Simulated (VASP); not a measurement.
Wanted: the native input for a VASP 6.6.1 run.

```
Task                   : single point
Functional             : PBEsol
Potentials or basis    : VASP PAW PBE potentials, release 64 (Pd, Au)
Cutoff                 : 520 eV
k mesh                 : 5 × 5 × 5
Occupations            : fermi-dirac, width 0.1 eV
Spin                   : no spin polarisation
Dipole correction      : no
Further INCAR settings : ALGO = Fast; EDIFF = 1e-07; NBANDS = 35
```

The structure of PdAu4 lies in POSCAR:

```
PdAu4
1.0
   -2.8142097200      2.8142097200      2.8142097200
    2.8142097200     -2.8142097200      2.8142097200
    2.8142097200      2.8142097200     -2.8142097200
Pd Au
1 4
Direct
    0.0000000000      0.0000000000      0.0000000000
    0.5000000000      0.5000000000      0.5000000000
    0.5000000000      0.0000000000      0.0000000000
    0.0000000000      0.0000000000      0.5000000000
    0.0000000000      0.5000000000      0.0000000000
```

The cell was built by a generator and needn't be a form met in nature.

The input as run:

INCAR

```
PREC     = Accurate       # precision mode
ENCUT    = 520            # plane-wave cutoff, eV
EDIFF    = 1E-7           # SCF threshold, eV
ISMEAR   = -1             # smearing method
SIGMA    = 0.1            # smearing width, eV
LREAL    = F              # projectors in reciprocal space
LASPH    = T              # aspherical terms in the spheres
NELM     = 100            # most SCF steps
ALGO     = Fast           # electronic algorithm
ISIF     = 2              # what is computed and relaxed
LWAVE    = F              # write WAVECAR
LCHARG   = F              # write CHGCAR
GGA      = PS             # functional
NBANDS   = 35             # bands
```

KPOINTS

```
regular mesh
0
Gamma
  5 5 5
```

Potentials or basis: VASP PAW PBE potentials, release 64 (Pd, Au).

Launch:

```bash
$ cat potpaw_PBE.64/Pd/POTCAR potpaw_PBE.64/Au/POTCAR > POTCAR
$ mpirun -np 1 vasp_std > vasp.out
```

It gave:

```yaml
Pressure: 25.6 GPa
Band_gap_on_the_k_mesh: none (metal or under the smearing width)
```

Caveat: so large a pressure means that the cell lies far from this level's equilibrium, or that cutoff or potentials fall short; the potentials were made for another functional, which shifts forces and pressure.

Run time: 33 s on 1 thread of Intel(R) Xeon(R) Platinum 8559C (Emerald Rapids), on a shared host, peak memory 0.21 GiB.
